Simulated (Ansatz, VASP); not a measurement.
# Cross-check of CeZnS3 between VASP and Ansatz, part 2 of 3

One calculation is typed for both programs; each brings its own data sets. How far apart do they land? The cell is generated by rule, not measured, and may not be a known phase. The cell is taken from a series of runs on this material, whose earlier steps may have relaxed, scaled, displaced or heated it; both programs get it as it stands.

VASP 6.6.1 and Ansatz 0.2.0.

So far: Set-up; VASP: relaxation of cell and atoms, PBEsol, pair 1.

## 3. Ansatz: relaxation of cell and atoms, PBEsol, pair 1

Level of this step: Ansatz beside VASP: Kohn-Sham DFT, plane waves, PBEsol (Ansatz).

Ansatz runs on its PAW soft_1 files.

The same cell, functional, mesh and smearing now go to Ansatz, which takes its cutoff from its data sets.

input.yaml

```yaml
crystal:
  lattice:
    - [5.221683795, 0.0, 0.0]
    - [0.0, 5.221683795, 0.0]
    - [0.0, 0.0, 5.221683795]
  atoms:
    - { symbol: Zn, position: [0.0, 0.0, 0.0] }
    - { symbol: Ce, position: [0.5, 0.5, 0.5] }
    - { symbol: S, position: [0.5, 0.5, 0.0] }
    - { symbol: S, position: [0.5, 0.0, 0.5] }
    - { symbol: S, position: [0.0, 0.5, 0.5] }
kpoints:
  mp_grid: { grid: [8, 8, 8] }
hamiltonian:
  xc: pbesol
  pseudopotentials: { kind: paw, azcp: { folder: soft_1 }, xc_functional: pbe }
scf:
  occupations: { method: methfessel_paxton, width: 0.2 }
output:
  forces: true
  stress: true
  eigenvalues: true
relax:
  adjacent_minimum: "off"
  f_tol: 0.001
  max_steps: 60
  cell: { stress_tol: 0.01 }
```

The run is started by

```sh
$ ansatz run input.yaml --threads 8 --pin off --max-ram 16384MiB --backend cpu --events-out ev --progress --plain --runs-dir out
```

Numbers of over 12 decimals in the logs are rounded to 6 here.

Output:

```text
band count auto-derived: 31 (N_el = 42.0; filled up to band 21; 26 by the electrons, moments and atoms)
Engine: ansatz 0.2.0, x86_64-unknown-linux-gnu
Pseudopotentials: kind: paw
Pseudopotential: Zn, paw, valence charge 12, recommended cutoff 420 eV (normal), soft_1/Zn.paw.azcp
Pseudopotential: Ce, paw, valence charge 12, recommended cutoff 420 eV (normal), soft_1/Ce.paw.azcp
Pseudopotential: S, paw, valence charge 6, recommended cutoff 420 eV (normal), soft_1/S.paw.azcp
Functional definition: PBEsol
  exchange = pbesol_x
  correlation = pbesol_c
Crystal: 5 atoms, lattice volume = 142.374 Å³
Basis set: ecut = 420 eV, 2801 PW (Γ), exchange–correlation on 72×72×72 points (8 copies of the dense FFT grid, shifted against one another)
Bands: 31, of which v1, the nominal top of the filled ones, is band 21 counted from 1 (20 counted from 0)
Symmetry: 48 space group operations
Space group: Pm-3m (ITA 221), of the structure as read, at distance tolerance 5.2e-5 Å
k-points: 35 of 512
Non-local potential: Zn, projectors of the file, l = 0: 2, l = 1: 2, l = 2: 3, l = 3: 1
Non-local potential: Ce, projectors of the file, l = 0: 3, l = 1: 2, l = 2: 2, l = 3: 3
Non-local potential: S, projectors of the file, l = 0: 2, l = 1: 2, l = 2: 1
PAW form: soft (Blöchl's): semilocal exchange-correlation on the pseudo side does not see the compensation charge
PAW frozen core: Zn, regenerated for the run's functional, and the local potential with it (the file was generated under x = pbe(κ = 0.804, μ = 0.219515), c = pbe(β = 0.066725))
PAW frozen core: Ce, regenerated for the run's functional, and the local potential with it (the file was generated under x = pbe(κ = 0.804, μ = 0.219515), c = pbe(β = 0.066725))
PAW frozen core: S, regenerated for the run's functional, and the local potential with it (the file was generated under x = pbe(κ = 0.804, μ = 0.219515), c = pbe(β = 0.066725))
PAW one-centre angular grid: Zn, 590 points (default); XC on 64 Gauss nodes
PAW one-centre angular grid: Ce, 590 points (default); XC on 64 Gauss nodes
PAW one-centre angular grid: S, 110 points (default); XC on 64 Gauss nodes
Initial density: superposition of atomic densities (chi_scale 0.1, normalization cell, long waves kept (reshape's long-wave potential 0.00 eV rms))
Initial wavefunctions: pseudopotential atomic-orbital guess
Functional: x = pbesol(κ = 0.804, μ = 0.123457), c = pbesol(β = 0.046)
SCF iter   1: F=—  HF=-12428.941189 eV  |F-HF|=—  |Δ(HF+E_count)|=         —  Δρ=2.76e-1  dr2=1.92e2  ethr=3.10e-3  ⟨swp⟩=6.0  Hψ=5190  notcnv=0
preconditioner: auto → Kerker (q_TF=auto, 2.226 Å⁻¹)  [metal: Δε(μ)=0.022 eV  Ē_g=7.209 eV  σ=0.200 eV  W_gap=0.09  n_scr=26 (ndim 8)  ℏωp=19.7 eV  f_vac=0.000  D(μ)=15.82/eV (n_scr^D=202)]
SCF iter   2: F=—  HF=-12424.552333 eV  |F-HF|=—  |Δ(HF+E_count)|=    4.39e0  S|Δr|=    0.00e0  Δρ=1.47e-1  dr2=5.78e1  ethr=3.10e-3  ⟨swp⟩=3.0  Hψ=2083  notcnv=0  defer=47
SCF iter   3: F=—  HF=-12422.490728 eV  |F-HF|=—  |Δ(HF+E_count)|=    2.06e0  S|Δr|=    0.00e0  Δρ=3.28e-2  dr2=2.44e0  ethr=3.10e-3  ⟨swp⟩=3.1  Hψ=2204  notcnv=0  defer=39
SCF iter   4: F=—  HF=-12422.384157 eV  |F-HF|=—  |Δ(HF+E_count)|=   1.07e-1  S|Δr|=    0.00e0  Δρ=2.09e-2  dr2=8.96e-1  ethr=3.10e-3  ⟨swp⟩=2.3  Hψ=2089  notcnv=0  defer=31
SCF iter   5: F=—  HF=-12422.352770 eV  |F-HF|=—  |Δ(HF+E_count)|=   3.14e-2  S|Δr|=    0.00e0  Δρ=1.46e-2  dr2=4.39e-1  ethr=2.13e-3  ⟨swp⟩=1.0  Hψ=1031  notcnv=0  defer=32
SCF iter   6: F=—  HF=-12422.319629 eV  |F-HF|=—  |Δ(HF+E_count)|=   3.31e-2  S|Δr|=    0.00e0  Δρ=2.71e-3  dr2=8.27e-3  ethr=1.05e-3  ⟨swp⟩=2.0  Hψ=1604  notcnv=0  defer=47
SCF iter   7: F=—  HF=-12422.318530 eV  |F-HF|=—  |Δ(HF+E_count)|=   1.10e-3  S|Δr|=    0.00e0  Δρ=3.87e-4  dr2=4.86e-4  ethr=1.97e-5  ⟨swp⟩=2.2  Hψ=1451  notcnv=0  defer=47
SCF iter   8: F=—  HF=-12422.318559 eV  |F-HF|=—  |Δ(HF+E_count)|=   2.85e-5  S|Δr|=    0.00e0  Δρ=3.94e-4  dr2=2.81e-4  ethr=1.16e-6  ⟨swp⟩=2.0  Hψ=1478  notcnv=0  defer=47
SCF iter   9: F=—  HF=-12422.318538 eV  |F-HF|=—  |Δ(HF+E_count)|=   2.10e-5  S|Δr|=    0.00e0  Δρ=2.32e-4  dr2=1.11e-4  ethr=6.68e-7  ⟨swp⟩=1.9  Hψ=1173  notcnv=0  defer=47
SCF iter  10: F=—  HF=-12422.318531 eV  |F-HF|=—  |Δ(HF+E_count)|=   7.01e-6  S|Δr|=    0.00e0  Δρ=7.67e-5  dr2=1.14e-5  ethr=2.64e-7  ⟨swp⟩=1.1  Hψ=1018  notcnv=0  defer=47
SCF iter  11: F=—  HF=-12422.318611 eV  |F-HF|=—  |Δ(HF+E_count)|=   8.07e-5  S|Δr|=    0.00e0  Δρ=1.11e-5  dr2=4.24e-7  ethr=2.71e-8  ⟨swp⟩=1.3  Hψ=1099  notcnv=0  defer=47
SCF iter  12: F=-12422.318611 eV  HF=-12422.318611 eV  |F-HF|=8.71e-8  |Δ(HF+E_count)|=   2.18e-8  S|Δr|=    0.00e0  Δρ=6.03e-6  dr2=9.56e-8  ethr=2.38e-10  ⟨swp⟩=11.8  Hψ=5251  notcnv=0
SCF 1 converged in 12 iterations: F = -12422.318611 eV  dr2 = 9.56e-8
  greatest PAW one-centre occupation: 0.988 electrons in one spin orbital (limit 2), on the Zn atom at site 0 (counted from 0), in its partial waves of l = 2
relax step   1: F+E_penalty+E_count = -12422.31861130 eV  Δ(F+E_penalty+E_count) = +0.000e0 eV  max|allowed force component| = 6.153e-30 eV/Å  Δτ_max = 0.0000 Å  P = -0.037 GPa  Ω = 142.374 Å³  (12 SCF iters, dr2 threshold 1.00e-7 eV, accepted)
[...]
relax step   2: F+E_penalty+E_count = -12422.31864166 eV  Δ(F+E_penalty+E_count) = -3.035e-5 eV  max|allowed force component| = 2.510e-30 eV/Å  Δτ_max = 0.0000 Å  P = +0.008 GPa  Ω = 142.250 Å³  energy of the carried Pulay correction = +1.906e-5 eV  (6 SCF iters, dr2 threshold 3.38e-9 eV, accepted)
[...]
relax step   3: F+E_penalty+E_count = -12422.31862887 eV  Δ(F+E_penalty+E_count) = +1.279e-5 eV  max|allowed force component| = 2.215e-30 eV/Å  Δτ_max = 0.0000 Å  P = +0.008 GPa  Ω = 142.250 Å³  stress off target by 7.72e-3 GPa  SCF on the basis re-selected at this cell (its energy is not comparable with the rows above)  (6 SCF iters)
basis re-selected at this cell: Δ(F+E_penalty+E_count) = +1.279e-5 eV, ΔP = -0.000 GPa vs the last step (what re-selecting the basis moved, of the pressure what is left beyond the Pulay correction that the steps carried, after the strain that the cell walked since its last selection, with what the two solves' SCF thresholds leave and, on support functions, any second-order correction that the steps lacked; it is no m [...]
SCF converged after 6 iterations
Stability not checked: this state was not tested for a lower state beside it, because cold or Methfessel-Paxton smearing, or corrected tetrahedra, fill the levels in a way that the test cannot read (fill_not_monotonic; see scf.lower_state_search)
Free energy (F): -12422.318629 eV
Harris-Foulkes:  -12422.318629 eV  (|F-HF|=0.00e0)
Internal energy: -12422.327349 eV  (E = F + TS)
E sigma→0 (E₀):  -12422.320809 eV
Entropy (-TS):   0.008720 eV (1.744 meV/atom)
Fermi energy:    4.082795 eV
--- Per-component energies (eV) ---
  E_band       = -143.272974
  E_kinetic    = 693.572149
  E_local      = -3327.179788  (includes V_loc(G=0)·N_el)
  E_nonlocal   = 1035.191132
  E_hartree    = 1227.362422
  E_xc         = -480.808607
  E_vxc        = -461.716497  (∫ρ·V_xc dr)
  E_paw        = -9125.680293  (= ΣΔE_a)
  E_vpaw       = -537.864549  (= ΣTr[D̂ρ^β])
  E_aug_tail   = -0.000261  (compensation charges beyond the density's cutoff)
  E_ewald      = -2445.993156
  E_core_change = 1.209054  (= ΣΔE_core)
  E_smearing   = 0.008720  (= −TS)
  E_closure    = -0.000000  (closes the sum)
  Σ components = -12422.318629   (vs F -12422.318629, Δ=0.00e0)
--- Forces (eV/Å), atoms counted from 1 ---
  atom   1  Zn     0.00000000     0.00000000    -0.00000000
  atom   2  Ce     0.00000000    -0.00000000     0.00000000
  atom   3  S     -0.00000000    -0.00000000     0.00000000
  atom   4  S     -0.00000000     0.00000000    -0.00000000
  atom   5  S     -0.00000000    -0.00000000    -0.00000000
  max |Σ_I F_I| component: 2.35e-30 eV/Å
--- Stress (GPa, compression-positive) ---
        0.007722       0.000000      -0.000000
        0.000000       0.007722      -0.000000
       -0.000000      -0.000000       0.007722
  P = ⅓ Tr σ = 0.0077 GPa (0.077 kbar)
--- Band table (eV; the first three rows and the last of 35) ---
  k-point 0: bands = [... 17 lower, 3.3282, 3.3282, 3.7558, 3.7558, 3.7558, 5.5920, 5.9680, 5.9680, ... 6 higher]
  k-point 1: bands = [... 17 lower, 3.2661, 3.2922, 3.5850, 3.7514, 3.7514, 5.5903, 5.8694, 5.8694, ... 6 higher]
  k-point 2: bands = [... 17 lower, 3.1502, 3.2083, 3.7462, 3.7462, 4.0278, 5.5862, 5.7480, 5.7480, ... 6 higher]
  k-point 34: bands = [... 17 lower, 1.3745, 2.8555, 4.4869, 4.4869, 4.4869, 5.5457, 5.5457, 5.5457, ... 6 higher]
--- Relaxed structure (2 steps of the walk, 2 accepted, 1 SCFs on fresh bases) ---
  F+E_penalty+E_count = -12422.31862887 eV   max|allowed force component| = 2.215e-30 eV/Å   (the final SCF, on the basis selected at the relaxed cell)
  cell:  # Å, volume = 142.2500 Å³
    - [5.220163, 0, 0]
    - [0, 5.220163, 0]
    - [0, 0, 5.220163]
  atoms:
    - { symbol: Zn, position: [0, 0, 0] }
    - { symbol: Ce, position: [0.5, 0.5, 0.5] }
    - { symbol: S, position: [0.5, 0.5, 0] }
    - { symbol: S, position: [0.5, 0, 0.5] }
    - { symbol: S, position: [0, 0.5, 0.5] }
```

In the SCF lines HF is the Harris–Foulkes energy and dr2 the Hartree energy of the density residual, in eV; the loop may stop once dr2 is under the threshold and the program's other checks hold. Hψ counts applications of the Hamiltonian.

## 4. Comparison

Known differences besides the potentials themselves: the cutoff is 420 eV in Ansatz and 500 eV in VASP; Ansatz makes its cores anew for this functional, VASP keeps those of its PBE data sets; Ansatz adds a Pulay correction to the stress that steers its cell, VASP none. Total energies have different zeros and are not compared.

Compared:

| quantity | Ansatz | VASP | difference |
| --- | --- | --- | --- |
| volume (Å³) | 142.25 | 142.04 | +0.15 % |
| edge a after relaxation, in the typed setting (Å) | 5.220 | 5.218 | +0.05 % |

## 5. Ansatz: relaxation of cell and atoms, PBEsol, pair 2

The relaxed volume is the usual yardstick between codes: in a stiff, nearly cubic crystal its relative difference is about their pressure difference at one cell divided by the bulk modulus. This pair takes another cell of the material, with 10 atoms against 5 for the pair before.

The cell is taken from a series of runs on this material, whose earlier steps may have relaxed, scaled, displaced or heated it; both programs get it as it stands.

input.yaml, the sections that differ from step 3:

```yaml
crystal:
  lattice:
    - [7.1386095616, 0.0, 0.0]
    - [0.0, 7.1386095616, 0.0]
    - [0.0, 0.0, 4.9383227527]
  atoms:
    - { symbol: Zn, position: [0.5, 0.0, 0.0] }
    - { symbol: Zn, position: [0.0, 0.5, 0.0] }
    - { symbol: Ce, position: [0.0, 0.0, 0.5] }
    - { symbol: Ce, position: [0.5, 0.5, 0.5] }
    - { symbol: S, position: [0.8514581322, 0.3514581322, 0.5] }
    - { symbol: S, position: [0.1485418678, 0.6485418678, 0.5] }
    - { symbol: S, position: [0.3514581322, 0.1485418678, 0.5] }
    - { symbol: S, position: [0.6485418678, 0.8514581322, 0.5] }
    - { symbol: S, position: [0.0, 0.0, 0.0] }
    - { symbol: S, position: [0.5, 0.5, 0.0] }
kpoints:
  mp_grid: { grid: [6, 6, 8] }
# hamiltonian, scf, output, relax: as in step 3
```

Output:

```text
[...]
Crystal: 10 atoms, lattice volume = 251.656 Å³
Basis set: ecut = 420 eV, 4909 PW (Γ), exchange–correlation on 96×96×72 points (8 copies of the dense FFT grid, shifted against one another)
Bands: 61, of which v1, the nominal top of the filled ones, is band 42 counted from 1 (41 counted from 0)
Symmetry: 16 space group operations
[...]
k-points: 50 of 288
[...]
- { symbol: Zn, position: [0.0, 0.5, 0.0] }
    - { symbol: Ce, position: [0.0, 0.0, 0.500000] }
    - { symbol: Ce, position: [0.5, 0.5, 0.500000] }
    - { symbol: S, position: [0.851458, 0.3514581322, 0.500000] }
    - { symbol: S, position: [0.1485418678, 0.648542, 0.500000] }
    - { symbol: S, position: [0.3514581322, 0.1485418678, 0.500000] }
    - { symbol: S, position: [0.648542, 0.851458, 0.500000] }
    - { symbol: S, position: [0.0, 0.0, 0.0] }
    - { symbol: S, position: [0.5, 0.5, 0.0] }
[key lines of the parts left out:]
SCF converged after 7 iterations
Free energy (F): -24847.547565 eV
Fermi energy:    5.776891 eV
P = ⅓ Tr σ = -0.0014 GPa (-0.014 kbar)
```

## 6. VASP: relaxation of cell and atoms, PBEsol, pair 2

The same cell, functional, mesh and smearing now go to VASP, with its own data sets.

INCAR

```
SYSTEM = CeZnS3
PREC = Accurate
ENCUT = 500
EDIFF = 1E-07
NELM = 200
ISMEAR = 1
SIGMA = 0.2
LREAL = .FALSE.
ALGO = Normal
GGA = PS
NBANDS = 52
LASPH = .TRUE.
LORBIT = 11
LWAVE = .FALSE.
LCHARG = .FALSE.
ISIF = 3
IBRION = 2
NSW = 80
EDIFFG = -0.005
GGA_COMPAT = .FALSE.
NELMIN = 4
LMAXMIX = 6
KPAR = 2
```

POSCAR

```
CeZnS3
1.0
    7.1386100000      0.0000000000      0.0000000000
    0.0000000000      7.1386100000      0.0000000000
    0.0000000000      0.0000000000      4.9383230000
Zn Ce S
2 2 6
Direct
    0.5000000000      0.0000000000      0.0000000000
    0.0000000000      0.5000000000      0.0000000000
    0.0000000000      0.0000000000      0.4999998988
    0.5000000000      0.5000000000      0.4999998988
    0.8514580570      0.3514580570      0.4999998988
    0.1485418030      0.6485418030      0.4999998988
    0.3514580570      0.1485418030      0.4999998988
    0.6485418030      0.8514580570      0.4999998988
    0.0000000000      0.0000000000      0.0000000000
    0.5000000000      0.5000000000      0.0000000000
```

KPOINTS

```
Automatic mesh
0
Gamma
6 6 8
0 0 0
```

The projector-augmented-wave data sets are Zn, Ce and S (PBE family, release 64).

The run is started by

```sh
$ mpirun -np 2 vasp_std
```

Output:

```text
[banner, memory and clock lines left out]
running    2 mpi-ranks, on    1 nodes
[...]
[... a notice as in an earlier step ...]

 LDA part: xc-table for (Slater+PW92), standard interpolation
 POSCAR, INCAR and KPOINTS ok, starting setup
[...]
entering main loop
       N       E                     dE             d eps       ncg     rms          rms(c)
DAV:   1     0.756837115315E+03    0.75684E+03   -0.34468E+04  5200   0.171E+03
DAV:   2     0.143900396144E+03   -0.61294E+03   -0.57073E+03  5644   0.378E+02
DAV:   3    -0.321647272110E+02   -0.17607E+03   -0.16683E+03  6464   0.179E+02
DAV:   4    -0.532347977652E+02   -0.21070E+02   -0.20254E+02  6784   0.581E+01
[...]
DAV:  25    -0.488961264721E+02    0.59506E-06   -0.23908E-06  6528   0.698E-03    0.124E-02
DAV:  26    -0.488961256106E+02    0.86150E-06   -0.77046E-06  6916   0.128E-02    0.316E-03
DAV:  27    -0.488961256447E+02   -0.34134E-07   -0.57417E-07  6292   0.323E-03
   1 F= -.48896126E+02 E0= -.48901438E+02  d E =-.488961E+02
[...]
DAV:   9    -0.488962163219E+02   -0.92835E-07   -0.80669E-07  6304   0.487E-03
   2 F= -.48896216E+02 E0= -.48901592E+02  d E =-.906772E-04
 trial-energy change:   -0.000091  1 .order   -0.000083   -0.000297    0.000131
 step:   0.7157(harm=  0.6932)  dis= 0.00017  next Energy=   -48.896235 (dE=-0.109E-03)
[...]
N       E                     dE             d eps       ncg     rms          rms(c)
DAV:   1    -0.488965452199E+02   -0.32899E-03   -0.52904E-03  6924   0.484E-01    0.190E-01
DAV:   2    -0.488969024574E+02   -0.35724E-03   -0.98542E-03  7124   0.519E-01    0.256E-01
DAV:   3    -0.488962696883E+02    0.63277E-03   -0.64172E-03  7032   0.345E-01    0.764E-02
DAV:   4    -0.488962416448E+02    0.28043E-04   -0.18598E-04  6908   0.628E-02    0.258E-02
DAV:   5    -0.488962359669E+02    0.56779E-05   -0.29699E-05  7796   0.233E-02    0.132E-02
DAV:   6    -0.488962339334E+02    0.20335E-05   -0.27422E-06  7608   0.105E-02    0.948E-03
DAV:   7    -0.488962330422E+02    0.89123E-06   -0.30523E-06  7252   0.751E-03    0.225E-03
DAV:   8    -0.488962329619E+02    0.80261E-07   -0.32436E-07  5212   0.297E-03
   3 F= -.48896233E+02 E0= -.48901591E+02  d E =-.107317E-03
[...]
reached required accuracy - stopping structural energy minimisation
```

Parts of OUTCAR (step 6):

```text
  Total       -0.0209215     -0.0209215      0.0451648      0.0000000      0.0000000      0.0000000
  in kB       -0.1333925     -0.1333925      0.2879643      0.0000000      0.0000000      0.0000000
  external PRESSURE =       0.0070598 kB  Pullay stress =       0.0000000 kB

 POSITION                                       TOTAL-FORCE (eV/Angst)
 -----------------------------------------------------------------------------------
      3.56756      0.00000      0.00000         0.000000     -0.000000      0.000000
      0.00000      3.56756     -0.00000         0.000000     -0.000000      0.000000
      0.00000      0.00000      2.46797         0.000000      0.000000      0.000000
      3.56756      3.56756      2.46797         0.000000      0.000000      0.000000
      6.07508      2.50752      2.46797        -0.002223     -0.002223      0.000000
      1.06003      4.62759      2.46797         0.002223      0.002223      0.000000
      2.50752      1.06003      2.46797        -0.002223      0.002223      0.000000
      4.62759      6.07508      2.46797         0.002223     -0.002223      0.000000
      0.00000      0.00000      0.00000         0.000000     -0.000000      0.000000
      3.56756      3.56756     -0.00000         0.000000     -0.000000      0.000000
 -----------------------------------------------------------------------------------
    total drift:                                0.001000      0.001000      0.002465

  FREE ENERGIE OF THE ION-ELECTRON SYSTEM (eV)
  ---------------------------------------------------
  free  energy   TOTEN  =       -48.8962329619 eV

  energy  without entropy=      -48.9123058425  energy(sigma->0) =      -48.90159059

[... 1 part as in an earlier step ...]

[... 3 further parts left out ...]
[key lines of the parts left out:]
E-fermi :   2.8951
```

## 7. Comparison

The two programs side by side:

| quantity | Ansatz | VASP | difference |
| --- | --- | --- | --- |
| volume (Å³) | 251.66 | 251.29 | +0.15 % |
| edge a after relaxation, in the typed setting (Å) | 7.139 | 7.135 | +0.05 % |
| edge c after relaxation, in the typed setting (Å) | 4.938 | 4.936 | +0.05 % |

(Part 2 of 3 ends here.)

[Lines on the potential files, build, host, timing and source positions are cut from VASP's logs without a mark.]

[Logs are printed without paths, hosts, clocks, repeated set-up lines and the standing remarks that a program may print on its own settings, such as how far it seeks lower states.]

[Hosts, paths, dates, database ids (printed as entryN), source tags and the programs' standing remarks are cut or masked in the printed files.]
